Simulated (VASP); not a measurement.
Consider the following.

```
CELL_PARAMETERS angstrom
      0.00000     2.58827     2.58827
      2.58827     0.00000     2.58827
      2.58827     2.58827     0.00000
ATOMIC_POSITIONS crystal
  Yb 0.00000 0.00000 0.00000
```

Method: PBE GGA with D3 dispersion (Becke-Johnson damping), VASP's PBE PAW potentials (set 64) (plane waves; VASP). Run with 520 eV cut-off, 9×9×9 Γ-centred mesh, Gaussian smearing of 0.050 eV, potentials Yb_2.

The 4f electrons are frozen in the core of the lanthanide potential, so 4f levels, which can set the real gap, and their magnetism are missing.

Problem. Give the stress tensor in GPa (positive for a compressed cell).

Solution. 
```
1.51  0.00  0.00
0.00  1.51  0.00
0.00  0.00  1.51
```
The pressure is its mean diagonal, 1.51 GPa.

The compound is Yb in the fcc structure. This cell is one point of a volume scan, at 0.94 of the reference volume.
